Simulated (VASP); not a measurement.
All values below come from PBE GGA, VASP's PBE PAW potentials (set 64) (plane waves; VASP).

The input files of a VASP run:

File POSCAR:
```
GaP
3.8897920
  0.0000000000   0.7071067370   0.7071067370
  0.7071067370   0.0000000000   0.7071067370
  0.7071067370   0.7071067370   0.0000000000
Ga P
1 1
direct
  0.0000000000   0.0000000000   0.0000000000
  0.2500000000   0.2500000000   0.2500000000
```

INCAR:
```
# general
SYSTEM   =  GaP
PREC     =  Accurate
ENCUT    =  400   # plane-wave cut-off (eV)
LREAL    =  .False.
LASPH    =  .True.   # aspherical one-centre terms
ICHARG   =  11

# electronic loop
EDIFF    =  1E-7   # SCF stop (eV)
NELM     =  100   # most electronic steps
ALGO     =  Normal
LMAXMIX  =  4   # l cut-off of mixed one-centre charges

# smearing
ISMEAR   =  0   # Gaussian
SIGMA    =  0.05   # width (eV)

# functional
GGA      =  PE   # PBE

# output
LWAVE    =  .False.
LCHARG   =  .False.
LORBIT   =  11
```

KPOINTS:
```
k-points along high-symmetry lines
15
Line-mode
Reciprocal
  0.000000   0.000000   0.000000 ! GAMMA
 -0.500000  -0.500000   0.000000 ! X

 -0.500000  -0.500000   0.000000 ! X
 -0.375000  -0.375000   0.250000 ! U

 -0.375000  -0.000000   0.375000 ! K
  0.000000   0.000000   0.000000 ! GAMMA

  0.000000   0.000000   0.000000 ! GAMMA
 -0.000000   0.000000   0.500000 ! L

 -0.000000   0.000000   0.500000 ! L
 -0.500000  -0.250000   0.250000 ! W

 -0.500000  -0.250000   0.250000 ! W
 -0.500000  -0.500000   0.000000 ! X
```

POTCAR, in this order: Ga_d P (PBE.64 set). Program: vasp_std. Read from the step before: CHGCAR.

Output

File OUTCAR:
```
 ion  position               nearest neighbor table
   1  0.000  0.000  0.000-   2 2.38   2 2.38   2 2.38   2 2.38
   2  0.250  0.250  0.250-   1 2.38   1 2.38   1 2.38   1 2.38
  LATTYP: Found a face centered cubic cell.
 ALAT       =     5.5009962578
 Subroutine PRICEL returns:
 Original cell was already a primitive cell.
 Subroutine GETGRP returns: Found 24 space group operations
The static configuration has the point symmetry T_d .
The dynamic configuration has the point symmetry T_d .
 Subroutine INISYM returns: Found 24 space group operations
   k-points           NKPTS =     90   k-points in BZ     NKDIM =     90   number of bands    NBANDS=     13
   number of dos      NEDOS =    301   number of ions     NIONS =      2
   total plane-waves  NPLWV =  21952
   dimension x,y,z NGX =    28 NGY =   28 NGZ =   28
   dimension x,y,z NGXF=    56 NGYF=   56 NGZF=   56
   ions per type =               1   1
   PREC   = accura    normal or accurate (medium, high low for compatibility)
   ISTART =      0    job   : 0-new  1-cont  2-samecut
   ICHARG =     11    charge: 1-file 2-atom 10-const
   ISPIN  =      1    spin polarized calculation?
   LNONCOLLINEAR =      F non collinear calculations
   LSORBIT =      F    spin-orbit coupling
   INIWAV =      1    electr: 0-lowe 1-rand  2-diag
   ENCUT  =  400.0 eV  29.40 Ry    5.42 a.u.   6.34  6.34  6.34*2*pi/ulx,y,z
   NELM   =    100;   NELMIN=  2; NELMDL= -5     # of ELM steps
   EDIFF  = 0.1E-06   stopping-criterion for ELM
   LREAL  =      F    real-space projection
   NLSPLINE    = F    spline interpolate recip. space projectors
   LMAXMIX     =    4 max onsite mixed and CHGCAR
   VOSKOWN=      0    Vosko Wilk Nusair interpolation
   EDIFFG = 0.1E-05   stopping-criterion for IOM
   NSW    =      0    number of steps for IOM
   NBLOCK =      1;   KBLOCK =      1    inner block; outer block
   IBRION =     -1    ionic relax: 0-MD 1-quasi-New 2-CG
   NFREE  =      0    steps in history (QN), initial steepest desc. (CG)
   ISIF   =      2    stress and relaxation
   ISYM   =      2    0-nonsym 1-usesym 2-fastsym
   TEIN   =    0.0    initial temperature
   TEBEG  =    0.0;   TEEND  =   0.0 temperature during run
   SMASS  =  -3.00    Nose mass-parameter (am)
   PSTRESS=    0.0 pullay stress
   NELECT =      18.0000    total number of electrons
   EFERMI =   0.00;   METHOD = LEGACY
   ISMEAR =     0;   SIGMA  =   0.05  broadening in eV -4-tet -1-fermi 0-gaus
   IALGO  =     38    algorithm
   LDIAG  =      T    sub-space diagonalisation (order eigenvalues)
   IMIX   =      4    mixing-type and parameters
     AMIX     =   0.40;   BMIX     =  1.00
     AMIX_MAG =   1.60;   BMIX_MAG =  1.00
     AMIN     =   0.10
   GGA     = PE    functional components
   VOSKOWN =     0    Vosko Wilk Nusair interpolation
   LHFCALC =     F    Hartree Fock is set to
   LHFONE  =     F    Hartree Fock one center treatment
   AEXX    =    0.0000 exact exchange contribution
   IVDW    =     0    specifies the selected vdW correction
   LEPSILON=     F    determine dielectric tensor
   LRPA    =     F    only Hartree local field effects (RPA)
  energy-cutoff  :      400.00
  volume of cell :       41.62
      direct lattice vectors                 reciprocal lattice vectors
     0.000000000  2.750498129  2.750498129    -0.181785254  0.181785254  0.181785254
     2.750498129  0.000000000  2.750498129     0.181785254 -0.181785254  0.181785254
     2.750498129  2.750498129  0.000000000     0.181785254  0.181785254 -0.181785254
 k-point     1 :   0.0000 0.0000 0.0000  plane waves:     749
 k-point     2 :  -0.0357-0.0357 0.0000  plane waves:     741
 k-point     3 :  -0.0714-0.0714 0.0000  plane waves:     745
 k-point     4 :  -0.1071-0.1071 0.0000  plane waves:     753
 k-point     5 :  -0.1429-0.1429 0.0000  plane waves:     769
 k-point     6 :  -0.1786-0.1786 0.0000  plane waves:     769
 k-point     7 :  -0.2143-0.2143 0.0000  plane waves:     753
 k-point     8 :  -0.2500-0.2500 0.0000  plane waves:     769
 k-point     9 :  -0.2857-0.2857 0.0000  plane waves:     753
 k-point    10 :  -0.3214-0.3214 0.0000  plane waves:     761
...
```

### OSZICAR
```
       N       E                     dE             d eps       ncg     rms          rms(c)
DAV:   1     0.711623864734E+02    0.71162E+02   -0.82438E+03  2385   0.169E+03
DAV:   2    -0.213082048355E+01   -0.73293E+02   -0.70127E+02  2555   0.293E+02
DAV:   3    -0.757398147089E+01   -0.54432E+01   -0.53524E+01  2945   0.688E+01
DAV:   4    -0.767012692775E+01   -0.96145E-01   -0.96056E-01  2866   0.994E+00
DAV:   5    -0.767246258959E+01   -0.23357E-02   -0.23355E-02  2932   0.128E+00
DAV:   6    -0.767257461694E+01   -0.11203E-03   -0.11203E-03  3388   0.250E-01
DAV:   7    -0.767257556264E+01   -0.94570E-06   -0.94530E-06  2996   0.212E-02
DAV:   8    -0.767257557961E+01   -0.16967E-07   -0.17381E-07  2423   0.291E-03
   1 F= -.76725756E+01 E0= -.76725756E+01  d E =-.751700E-17
```

File OUTCAR:
```
 val. band max:        4.3733230451   @ k =   0.0000   0.0000   0.0000

 cond. band min:       5.9618656054   @ k =   0.0000   0.0000   0.5000



 k-point     1 :       0.0000    0.0000    0.0000
  band No.  band energies     occupation
      1     -10.1316      2.00000
      2     -10.1316      2.00000
      3     -10.1316      2.00000
      4     -10.0400      2.00000
      5     -10.0400      2.00000
      6      -7.9138      2.00000
      7       4.3733      2.00000
      8       4.3733      2.00000
      9       4.3733      2.00000
     10       5.9714      0.00000
     11       8.2690      0.00000
     12       8.2690      0.00000
     13       8.2690      0.00000

 k-point     2 :      -0.0357   -0.0357    0.0000
  band No.  band energies     occupation
      1     -10.1334      2.00000
      2     -10.1308      2.00000
      3     -10.1308      2.00000
      4     -10.0402      2.00000
      5     -10.0397      2.00000
      6      -7.8923      2.00000
      7       4.1474      2.00000
      8       4.3105      2.00000
      9       4.3105      2.00000
     10       6.1892      0.00000
     11       8.2066      0.00000
     12       8.3558      0.00000
     13       8.3558      0.00000

 k-point     3 :      -0.0714   -0.0714    0.0000
  band No.  band energies     occupation
      1     -10.1386      2.00000
      2     -10.1287      2.00000
      3     -10.1287      2.00000
      4     -10.0412      2.00000
      5     -10.0390      2.00000
      6      -7.8282      2.00000
      7       3.6616      2.00000
      8       4.1385      2.00000
      9       4.1385      2.00000
     10       6.6401      0.00000
     11       8.0430      0.00000
     12       8.5996      0.00000
     13       8.5997      0.00000

 k-point     4 :      -0.1071   -0.1071    0.0000
  band No.  band energies     occupation
      1     -10.1467      2.00000
      2     -10.1254      2.00000
      3     -10.1254      2.00000
      4     -10.0428      2.00000
...
```

The density is held fixed in this step, so its total energy and stress have no physical meaning.

The compound is GaP in the zinc blende structure. It was relaxed first.
